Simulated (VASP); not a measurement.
# A vacancy on the Ti site in Ti3InP, part 3 of 5

How easily does a vacancy on the Ti site form in Ti3InP? The host is relaxed first, then a supercell is run with and without the defect. The cell takes the structure of InCo3N from the Materials Project database, with elements swapped. The cell is invented: it takes the structure of a Materials Project entry for InCo3N (space group 221 there), with some of its atoms replaced by other elements, volume scaled by an estimate. It may not be a known or stable phase.

VASP 6.6.1, plane waves and PAW; the level of theory is named at each step.

Still holding for the runs below: The k-mesh is coarse for a metal.

So far. Step 2 (The host at zero pressure): The run ended after 4 ionic steps, 3.135 eV below its first step, once forces and stress met EDIFFG = -0.02. Step 3 (Relax the host again, on a new basis): The run ended after 3 ionic steps, 0.000 eV below its first step, once forces and stress met EDIFFG = -0.02.

### 4. The supercell without the defect

Level of this step: PBE; plane waves and PAW (In, Ti, P); invented cell (VASP).

System of this step: Ti3InP. The cell holds 80 atoms: 16 In, 48 Ti and 16 P. Cell: a = 12.959 Å, b = 12.959 Å, c = 12.959 Å, α = 60.0°, β = 60.0°, γ = 60.0°. It derives from Ti3InP. It takes the structure of a Materials Project entry for InCo3N (space group 221 there), with some of its atoms replaced by other elements, volume scaled by an estimate.

The same cell, mesh and cutoff without the defect give the energy to subtract and, in a gapped host, the band edges to count from, so that most errors cancel.

INCAR reads:

```
SYSTEM = Ti3InP
PREC = Normal
ENCUT = 300
EDIFF = 1E-05
NELM = 120
ISMEAR = 1
SIGMA = 0.2
LREAL = Auto
ALGO = Fast
GGA = PE
LORBIT = 11
LWAVE = .FALSE.
LCHARG = .FALSE.
```

POSCAR reads:

```
Ti3InP
1.0
    0.0000000000      9.1633453034      9.1633453034
    9.1633453034      0.0000000000      9.1633453034
    9.1633453034      9.1633453034      0.0000000000
In Ti P
16 48 16
Direct
    0.0000000000      0.0000000000      0.0000000000
    0.5000000000      0.0000000000      0.0000000000
    0.0000000000      0.5000000000      0.0000000000
    0.0000000000      0.0000000000      0.5000000000
    0.2500000000      0.2500000000      0.2500000000
    0.5000000000      0.5000000000      0.0000000000
    0.5000000000      0.0000000000      0.5000000000
    0.7500000000      0.2500000000      0.2500000000
    0.0000000000      0.5000000000      0.5000000000
    0.2500000000      0.7500000000      0.2500000000
    0.2500000000      0.2500000000      0.7500000000
    0.5000000000      0.5000000000      0.5000000000
    0.7500000000      0.7500000000      0.2500000000
    0.7500000000      0.2500000000      0.7500000000
    0.2500000000      0.7500000000      0.7500000000
    0.7500000000      0.7500000000      0.7500000000
    0.0000000000      0.0000000000      0.2500000000
    0.5000000000      0.0000000000      0.2500000000
    0.0000000000      0.5000000000      0.2500000000
    0.0000000000      0.0000000000      0.7500000000
    0.2500000000      0.2500000000      0.5000000000
    0.5000000000      0.5000000000      0.2500000000
    0.5000000000      0.0000000000      0.7500000000
    0.7500000000      0.2500000000      0.5000000000
    0.0000000000      0.5000000000      0.7500000000
    0.2500000000      0.7500000000      0.5000000000
    0.2500000000      0.2500000000      0.0000000000
    0.5000000000      0.5000000000      0.7500000000
    0.7500000000      0.7500000000      0.5000000000
    0.7500000000      0.2500000000      0.0000000000
    0.2500000000      0.7500000000      0.0000000000
    0.7500000000      0.7500000000      0.0000000000
    0.0000000000      0.2500000000      0.0000000000
    0.5000000000      0.2500000000      0.0000000000
    0.0000000000      0.7500000000      0.0000000000
    0.0000000000      0.2500000000      0.5000000000
    0.2500000000      0.5000000000      0.2500000000
    0.5000000000      0.7500000000      0.0000000000
    0.5000000000      0.2500000000      0.5000000000
    0.7500000000      0.5000000000      0.2500000000
    0.0000000000      0.7500000000      0.5000000000
    0.2500000000      0.0000000000      0.2500000000
    0.2500000000      0.5000000000      0.7500000000
    0.5000000000      0.7500000000      0.5000000000
    0.7500000000      0.0000000000      0.2500000000
    0.7500000000      0.5000000000      0.7500000000
    0.2500000000      0.0000000000      0.7500000000
    0.7500000000      0.0000000000      0.7500000000
    0.2500000000      0.0000000000      0.0000000000
    0.7500000000      0.0000000000      0.0000000000
    0.2500000000      0.5000000000      0.0000000000
    0.2500000000      0.0000000000      0.5000000000
    0.5000000000      0.2500000000      0.2500000000
    0.7500000000      0.5000000000      0.0000000000
    0.7500000000      0.0000000000      0.5000000000
    0.0000000000      0.2500000000      0.2500000000
    0.2500000000      0.5000000000      0.5000000000
    0.5000000000      0.7500000000      0.2500000000
    0.5000000000      0.2500000000      0.7500000000
    0.7500000000      0.5000000000      0.5000000000
    0.0000000000      0.7500000000      0.2500000000
    0.0000000000      0.2500000000      0.7500000000
    0.5000000000      0.7500000000      0.7500000000
    0.0000000000      0.7500000000      0.7500000000
    0.1250000000      0.1250000000      0.1250000000
    0.6250000000      0.1250000000      0.1250000000
    0.1250000000      0.6250000000      0.1250000000
    0.1250000000      0.1250000000      0.6250000000
    0.3750000000      0.3750000000      0.3750000000
    0.6250000000      0.6250000000      0.1250000000
    0.6250000000      0.1250000000      0.6250000000
    0.8750000000      0.3750000000      0.3750000000
    0.1250000000      0.6250000000      0.6250000000
    0.3750000000      0.8750000000      0.3750000000
    0.3750000000      0.3750000000      0.8750000000
    0.6250000000      0.6250000000      0.6250000000
    0.8750000000      0.8750000000      0.3750000000
    0.8750000000      0.3750000000      0.8750000000
    0.3750000000      0.8750000000      0.8750000000
    0.8750000000      0.8750000000      0.8750000000
```

KPOINTS reads:

```
Automatic mesh
0
Gamma
2 2 2
0 0 0
```

The projector-augmented-wave data sets are In, Ti and P (PBE family, release 64).

Command:

```bash
export OMP_NUM_THREADS=5
mpirun -np 1 vasp_std
```

The log of the run:

```text
[banner, memory and clock lines left out]
running    1 mpi-ranks, on    1 nodes
 distrk:  each k-point on    1 cores,    1 groups
 distr:  one band on    1 cores,    1 groups
 Offloading initialized ...    1 GPUs detected
 POSCAR found type information on POSCAR InTiP
 POSCAR found :  3 types and      80 ions
 LDA part: xc-table for (Slater+PW92), standard interpolation
 POSCAR, INCAR and KPOINTS ok, starting setup
 FFT: planning ... GRIDC
 FFT: planning ... GRID_SOFT
 FFT: planning ... GRID
 WAVECAR not read
 entering main loop
       N       E                     dE             d eps       ncg     rms          rms(c)
DAV:   1     0.150761983255E+04    0.15076E+04   -0.73576E+04  1206   0.871E+02
DAV:   2    -0.251345814931E+03   -0.17590E+04   -0.17068E+04  1206   0.252E+02
DAV:   3    -0.605545860561E+03   -0.35420E+03   -0.34417E+03  1812   0.107E+02
DAV:   4    -0.627811585002E+03   -0.22266E+02   -0.21741E+02  1636   0.285E+01
DAV:   5    -0.628588873177E+03   -0.77729E+00   -0.75299E+00  1644   0.445E+00    0.995E+01
RMM:   6    -0.519388834464E+03    0.10920E+03   -0.43721E+02  1208   0.524E+01    0.187E+01
RMM:   7    -0.532409481519E+03   -0.13021E+02   -0.21570E+02  1230   0.188E+01    0.167E+01
RMM:   8    -0.530173830615E+03    0.22357E+01   -0.13775E+01  1332   0.724E+00    0.158E+01
RMM:   9    -0.527246406915E+03    0.29274E+01   -0.13761E+01  1276   0.798E+00    0.742E+00
RMM:  10    -0.527526913496E+03   -0.28051E+00   -0.34959E+00  1461   0.363E+00    0.198E+00
RMM:  11    -0.527600321343E+03   -0.73408E-01   -0.10887E+00  1604   0.171E+00    0.249E+00
RMM:  12    -0.527865668998E+03   -0.26535E+00   -0.14519E+00  1582   0.307E+00    0.329E+00
RMM:  13    -0.527611605406E+03    0.25406E+00   -0.94494E-01  1453   0.245E+00    0.127E+00
RMM:  14    -0.527616361724E+03   -0.47563E-02   -0.21703E-01  1429   0.652E-01    0.648E-01
RMM:  15    -0.527619836727E+03   -0.34750E-02   -0.48230E-02  1538   0.313E-01    0.484E-01
RMM:  16    -0.527620076656E+03   -0.23993E-03   -0.12200E-03  1572   0.169E-01    0.373E-01
RMM:  17    -0.527619831564E+03    0.24509E-03   -0.22769E-03  1531   0.122E-01    0.196E-01
RMM:  18    -0.527619348088E+03    0.48348E-03    0.43690E-03  1700   0.590E-02    0.220E-01
RMM:  19    -0.527619006284E+03    0.34180E-03    0.34961E-03  1551   0.231E-02    0.236E-01
RMM:  20    -0.527619220900E+03   -0.21462E-03    0.30962E-03  1643   0.519E-02    0.307E-01
RMM:  21    -0.527619919407E+03   -0.69851E-03    0.15994E-03  1809   0.541E-02    0.430E-01
RMM:  22    -0.527618596161E+03    0.13232E-02    0.23456E-03  1629   0.542E-02    0.348E-01
RMM:  23    -0.527618728505E+03   -0.13234E-03    0.24502E-03  1400   0.249E-02    0.378E-01
RMM:  24    -0.527619217250E+03   -0.48874E-03    0.19515E-03  1685   0.347E-02    0.444E-01
RMM:  25    -0.527619909544E+03   -0.69229E-03    0.14160E-03  1837   0.402E-02    0.516E-01
RMM:  26    -0.527616376941E+03    0.35326E-02   -0.15819E-02  2405   0.249E-01    0.860E-02
RMM:  27    -0.527616098521E+03    0.27842E-03    0.16251E-03  2006   0.696E-02    0.608E-02
RMM:  28    -0.527615980101E+03    0.11842E-03    0.13362E-03  1256   0.122E-02    0.741E-02
RMM:  29    -0.527615702092E+03    0.27801E-03    0.23951E-03   936   0.874E-03    0.666E-02
RMM:  30    -0.527615472655E+03    0.22944E-03    0.96656E-04  1824   0.310E-02    0.208E-02
[...]
RMM:  70    -0.527612987758E+03    0.21883E-04    0.21388E-04   231   0.103E-03    0.148E-03
RMM:  71    -0.527612966447E+03    0.21311E-04    0.20843E-04   243   0.104E-03    0.148E-03
RMM:  72    -0.527612946774E+03    0.19673E-04    0.19259E-04   225   0.102E-03    0.149E-03
RMM:  73    -0.527612927843E+03    0.18931E-04    0.18566E-04   218   0.102E-03    0.151E-03
RMM:  74    -0.527612910584E+03    0.17259E-04    0.16959E-04   222   0.103E-03    0.153E-03
RMM:  75    -0.527612894175E+03    0.16409E-04    0.16155E-04   211   0.103E-03    0.156E-03
RMM:  76    -0.527612879396E+03    0.14779E-04    0.14559E-04   214   0.105E-03    0.151E-03
RMM:  77    -0.527612865523E+03    0.13873E-04    0.13734E-04   208   0.104E-03    0.158E-03
RMM:  78    -0.527612853158E+03    0.12365E-04    0.12247E-04   204   0.105E-03    0.160E-03
RMM:  79    -0.527612841587E+03    0.11571E-04    0.11474E-04   207   0.105E-03    0.162E-03
RMM:  80    -0.527612831366E+03    0.10221E-04    0.10152E-04   200   0.106E-03    0.163E-03
RMM:  81    -0.527612821834E+03    0.95318E-05    0.94655E-05   195   0.106E-03
   1 F= -.52761282E+03 E0= -.52766009E+03  d E =0.141812E+00
```

The job ended after 6.8 min (1 × NVIDIA H100 80GB HBM3, 81559 MiB with 1 MPI rank of AMD EPYC 7R13 (Zen 3), card shared with another run, shared host; peak memory 2.1 GiB).

From OUTCAR (step 4):

```text
  LATTYP: Found a face centered cubic cell.
 ALAT       =    18.3266906068

The static configuration has the point symmetry O_h .

 Found      3 irreducible k-points:

   k-points           NKPTS =      3   k-points in BZ     NKDIM =      3   number of bands    NBANDS=    201

   dimension x,y,z NGX =    56 NGY =   56 NGZ =   56
   dimension x,y,z NGXF=   112 NGYF=  112 NGZF=  112

   ENCUT  =  300.0 eV  22.05 Ry    4.70 a.u.  18.30 18.30 18.30*2*pi/ulx,y,z

   NELECT =     320.0000    total number of electrons

 E-fermi :   4.3434

 k-point     1 :       0.0000    0.0000    0.0000
  band No.  band energies     occupation
    ...
    154       3.8815      2.00521
    155       3.8815      2.00521
    156       4.1287      2.06228
    157       4.1287      2.06228
    158       4.1287      2.06228
    159       4.4199      0.40165
    160       4.4199      0.40164
    161       4.4199      0.40164
    162       4.5160     -0.00902
    163       4.5160     -0.00902
    ...

 k-point     2 :       0.5000    0.0000    0.0000
  band No.  band energies     occupation
    ...
    162       4.3707      0.77069
    163       4.3707      0.77067
    164       4.3707      0.77067
    165       4.3707      0.77067
    166       4.3707      0.77067
    167       4.5135     -0.00384
    168       4.5135     -0.00384
    169       4.6033     -0.06935
    170       4.6033     -0.06935
    171       4.6033     -0.06935
    ...

  Total       -3.5717098     -3.5717098     -3.5717098      0.0000000     -0.0000000      0.0000000
  in kB       -3.7187295     -3.7187295     -3.7187295      0.0000000     -0.0000000      0.0000000
  external PRESSURE =      -3.7187295 kB  Pullay stress =       0.0000000 kB

  energy-cutoff  :      300.00
  volume of cell :     1538.84
      direct lattice vectors                 reciprocal lattice vectors
     0.000000000  9.163345303  9.163345303    -0.054565225  0.054565225  0.054565225
     9.163345303  0.000000000  9.163345303     0.054565225 -0.054565225  0.054565225
     9.163345303  9.163345303  0.000000000     0.054565225  0.054565225 -0.054565225

 POSITION                                       TOTAL-FORCE (eV/Angst)
 -----------------------------------------------------------------------------------
      0.00000      0.00000      0.00000        -0.000000     -0.000000     -0.000000
      0.00000      4.58167      4.58167         0.000000      0.000000      0.000000
      4.58167      0.00000      4.58167        -0.000000     -0.000000     -0.000000
      4.58167      4.58167      0.00000        -0.000000     -0.000000      0.000000
      4.58167      4.58167      4.58167         0.000000      0.000000      0.000000
      4.58167      4.58167      9.16335        -0.000000      0.000000      0.000000
      4.58167      9.16335      4.58167         0.000000     -0.000000      0.000000
      4.58167      9.16335      9.16335        -0.000000      0.000000     -0.000000
      9.16335      4.58167      4.58167        -0.000000     -0.000000     -0.000000
      9.16335      4.58167      9.16335         0.000000     -0.000000      0.000000
      9.16335      9.16335      4.58167        -0.000000      0.000000     -0.000000
      9.16335      9.16335      9.16335        -0.000000     -0.000000     -0.000000
      9.16335      9.16335     13.74502        -0.000000      0.000000      0.000000
      9.16335     13.74502      9.16335         0.000000     -0.000000      0.000000
     13.74502      9.16335      9.16335        -0.000000      0.000000      0.000000
     13.74502     13.74502     13.74502         0.000000      0.000000     -0.000000
      2.29084      2.29084      0.00000         0.000000     -0.000000      0.000000
      2.29084      6.87251      4.58167        -0.000000      0.000000     -0.000000
      6.87251      2.29084      4.58167        -0.000000     -0.000000      0.000000
      6.87251      6.87251      0.00000         0.000000      0.000000     -0.000000
      6.87251      6.87251      4.58167        -0.000000      0.000000      0.000000
      6.87251      6.87251      9.16335        -0.000000     -0.000000     -0.000000
      6.87251     11.45418      4.58167         0.000000      0.000000      0.000000
      6.87251     11.45418      9.16335         0.000000     -0.000000      0.000000
     11.45418      6.87251      4.58167        -0.000000     -0.000000     -0.000000
     11.45418      6.87251      9.16335        -0.000000      0.000000     -0.000000
      2.29084      2.29084      4.58167        -0.000000     -0.000000      0.000000
     11.45418     11.45418      9.16335         0.000000     -0.000000     -0.000000
     11.45418     11.45418     13.74502        -0.000000      0.000000     -0.000000
      2.29084      6.87251      9.16335        -0.000000     -0.000000     -0.000000
      6.87251      2.29084      9.16335         0.000000      0.000000     -0.000000
      6.87251      6.87251     13.74502         0.000000     -0.000000      0.000000
      2.29084      0.00000      2.29084         0.000000      0.000000     -0.000000
      2.29084      4.58167      6.87251         0.000000      0.000000      0.000000
      6.87251      0.00000      6.87251        -0.000000      0.000000     -0.000000
      6.87251      4.58167      2.29084         0.000000     -0.000000      0.000000
      6.87251      4.58167      6.87251        -0.000000      0.000000      0.000000
      6.87251      4.58167     11.45418        -0.000000      0.000000      0.000000
[...]
-----------------------------------------------------------------------------------
    total drift:                                0.000000     -0.000000     -0.000000

  FREE ENERGIE OF THE ION-ELECTRON SYSTEM (eV)
  ---------------------------------------------------
  free  energy   TOTEN  =      -527.6128218344 eV

  energy  without entropy=     -527.7546341820  energy(sigma->0) =     -527.66009262

 total charge
# of ion       s       p       d       tot
------------------------------------------
    1        1.197   1.295   0.096   2.588
    2        1.197   1.295   0.096   2.588
    3        1.197   1.295   0.096   2.588
    4        1.197   1.295   0.096   2.588
    5        1.197   1.295   0.096   2.588
    6        1.197   1.295   0.096   2.588
    7        1.197   1.295   0.096   2.588
    8        1.197   1.295   0.096   2.588
    9        1.197   1.295   0.096   2.588
   10        1.197   1.295   0.096   2.588
   11        1.197   1.295   0.096   2.588
   12        1.197   1.295   0.096   2.588
   13        1.197   1.295   0.096   2.588
   14        1.197   1.295   0.096   2.588
   15        1.197   1.295   0.096   2.588
   16        1.197   1.295   0.096   2.588
   17        0.393   0.590   2.501   3.484
   18        0.393   0.590   2.501   3.484
   19        0.393   0.590   2.501   3.484
   20        0.393   0.590   2.501   3.484
   21        0.393   0.590   2.501   3.484
   22        0.393   0.590   2.501   3.484
   23        0.393   0.590   2.501   3.484
   24        0.393   0.590   2.501   3.484
   25        0.393   0.590   2.501   3.484
   26        0.393   0.590   2.501   3.484
   27        0.393   0.590   2.501   3.484
   28        0.393   0.590   2.501   3.484
   29        0.393   0.590   2.501   3.484
   30        0.393   0.590   2.501   3.484
   31        0.393   0.590   2.501   3.484
   32        0.393   0.590   2.501   3.484
   33        0.393   0.590   2.501   3.484
   34        0.393   0.590   2.501   3.484
   35        0.393   0.590   2.501   3.484
   36        0.393   0.590   2.501   3.484
   37        0.393   0.590   2.501   3.484
[...]
--------------------------------------------------
tot         54.835  75.692 121.606 252.133

[... 1 part as in an earlier step ...]

[... 4 further parts left out ...]
```

Numbers from this step:

```
electronic cycles                               : 81
electrons                                       : 320
free energy (TOTEN)                             : -527.6128 eV
energy at zero smearing                         : -527.6601 eV
Fermi energy                                    : 4.343 eV
labelled metallic, from the levels on this mesh : yes
```

The host is treated as a metal, as its relaxation found a gap under 0.3 eV or none, and only the neutral defect is run.

(Part 3 of 5 ends here.)

[Lines on the potential files, build, host, timing and source positions are cut from VASP's logs without a mark.]

[Logs are printed without paths, hosts, clocks, repeated set-up lines and the standing remarks that a program may print on its own settings, such as how far it seeks lower states.]

[Hosts, paths, dates, database ids (printed as entryN), source tags and the programs' standing remarks are cut or masked in the printed files.]

[In band tables of VASP the shares of atoms and orbitals are scaled to a sum of 1 inside the atoms' spheres.]

[Runs that stopped without an error message from VASP are left out.]
